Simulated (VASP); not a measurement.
Here is the system:

```
MoS
1.0
    3.17309     0.00000     0.00000
   -1.58655     2.74798     0.00000
    0.00000     0.00000     6.45905
Mo S
2 2
Direct
  0.00000   0.00000   0.00000
  0.00000   0.00000   0.50000
  0.33333   0.66667   0.25000
  0.66667   0.33333   0.75000
```

All values below come from PBEsol GGA, VASP's PBE PAW potentials (set 64) (plane waves; VASP). Numerical set-up: 400 eV cut-off, 12×12×6 Γ-centred mesh, tetrahedra with Blöchl corrections, potentials Mo_sv S.

The cores are frozen, which limits the accuracy of field gradients.

Q: Give the principal components of the electric field gradient (V/Å²) and the asymmetry η at each nucleus.

A: 
```
atom   Vxx   Vyy   Vzz     η
----  ----  ----  ----  ----
Mo1   -3.8  -3.8   7.5  0.00
Mo2   -3.8  -3.8   7.5  0.00
S3    -8.3  -8.3  16.7  0.00
S4    -8.3  -8.3  16.7  0.00
```

The structure was generated: MoS was put into the NiAs type type (P6_3/mmc), which need not be its known phase. It was relaxed first, which changed the volume by -33 %.
